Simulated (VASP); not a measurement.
Computed with HSE06 screened hybrid, VASP's PBE PAW potentials (set 64) (plane waves; VASP).

VASP input:

File KPOINTS:
```
K-points
0
Gamma
  4 4 4
```

### POSCAR
```
Mg3ZnTe4
6.426710
  1.0000000109   0.0000000000   0.0000000000
  0.0000000000   1.0000000109   0.0000000000
  0.0000000000   0.0000000000   1.0000000109
Zn Te Mg
1 4 3
Cart
  0.0000000000   0.0000000000   0.0000000000
  0.2429613841   0.2429613841   0.2429613841
  0.7570386269   0.7570386269   0.2429613841
  0.7570386269   0.2429613841   0.7570386269
  0.2429613841   0.7570386269   0.7570386269
  0.5000000055   0.5000000055   0.0000000000
  0.5000000055   0.0000000000   0.5000000055
  0.0000000000   0.5000000055   0.5000000055
```

KPOINTS_OPT:
```
named points and PBE's band edges
5
Reciprocal
  0.000000   0.000000   0.000000 1 ! GAMMA
  0.500000   0.500000   0.500000 1 ! R
  0.500000   0.500000   0.000000 1 ! M
  0.000000   0.500000   0.000000 1 ! X
  0.000000   0.035710   0.000000 1 ! near an edge
```

INCAR:
```
SYSTEM = Mg3ZnTe4
PREC = Accurate
ENCUT = 400
EDIFF = 1E-6
NELM = 60
ALGO = Normal
LREAL = .FALSE.
LASPH = .TRUE.
ISMEAR = 0
SIGMA = 0.05
GGA = PE
HFSCREEN = 0.2
AEXX = 0.25
LHFCALC = .TRUE.
PRECFOCK = Fast
ISYM = 3
LMAXMIX = 4
LWAVE = .FALSE.
LCHARG = .FALSE.
ISIF = 2
```

POTCAR, in this order: Zn Te Mg (PBE.64 set). Program: vasp_std. Read from the step before: WAVECAR.

Unless said otherwise, spin-orbit coupling is left out, though it shifts the bands of the heavy elements here.

### Question
Predict the energy per atom (σ→0), band gap (over the mesh, the named points and PBE's band edges).

### Answer

| Property | Result |
|---|---|
| energy per atom (σ→0) | -3.636 eV/atom |
| band gap (over the mesh, the named points and PBE's band edges) | 2.62 eV |

**OSZICAR**
```
...
DAV:   7    -0.290917425344E+02    0.18424E-04   -0.21445E-05   582   0.245E-02    0.979E-01
DAV:   8    -0.290917393069E+02    0.32275E-05   -0.62539E-06   602   0.131E-02    0.582E-01
DAV:   9    -0.290917403089E+02   -0.10020E-05   -0.20173E-06   470   0.784E-03    0.345E-01
DAV:  10    -0.290917420469E+02   -0.17380E-05   -0.89887E-07   378   0.562E-03    0.205E-01
DAV:  11    -0.290917433707E+02   -0.13238E-05   -0.35534E-07   314   0.374E-03    0.121E-01
DAV:  12    -0.290917442145E+02   -0.84372E-06   -0.14878E-07   300   0.244E-03
   1 F= -.29091744E+02 E0= -.29091744E+02  d E =-.118806E-12
       N       E                     dE             ncg
```

The structure was generated: Mg3ZnTe4 was put into an ordered model structure (P-43m), which need not be its known phase. It was relaxed first.
